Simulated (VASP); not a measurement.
Here is a VASP 6.6.1 calculation.

The input INCAR:

```
SYSTEM = MgO
  ALGO = Normal
  EDIFF = 1E-6
  EDIFFG = -0.01
  ENCUT = 600
  IBRION = 2
  ISIF = 3
  ISMEAR = 0
  LASPH = .True.
  LCHARG = .False.
  LREAL = .False.
  LWAVE = .False.
  NELM = 80
  NSW = 90
  PREC = Accurate
  PSTRESS = 43.0
  SIGMA = 0.03
```

The input KPOINTS:

```
k-points
0
Gamma
  12 12 12
  0 0 0
```

The input POSCAR:

```
MgO
1.0
    0.0000000000      2.1085000000      2.1085000000
    2.1085000000      0.0000000000      2.1085000000
    2.1085000000      2.1085000000      0.0000000000
Mg O
1 1
Direct
    0.0000000000      0.0000000000      0.0000000000
    0.5000000000      0.5000000000      0.5000000000
```

Potentials or basis: VASP PAW LDA potentials, release 64 (Mg, O).

Command:

```console
$ cat potpaw_LDA.64/Mg/POTCAR potpaw_LDA.64/O/POTCAR > POTCAR
$ mpirun -np 1 vasp_std > vasp.out
```

Problem. Estimate the relaxed volume.

Solution. 8.69 Å³/atom.

Problem. What does it give for the space group after relaxing (to 0.05 Å)?

Solution. Fm-3m (No. 225).

Problem. Predict the relaxed cell.

Solution. a = 2.908 Å, b = 2.908 Å, c = 2.908 Å, α = 60.00°, β = 60.00°, γ = 60.00°.

Step by step:
```csv
step,energy change (eV),largest force (eV/Å),pressure (GPa),volume (Å³)
1,0.0000,0.0000,-8.46,18.75
2,0.0072,0.0000,11.55,16.79
3,-0.0214,0.0000,4.31,17.38
```

Caveat: the cell is relaxed towards a set pressure, so the enthalpy falls and the energy may rise. Zero-point motion and thermal expansion aren't in these numbers.
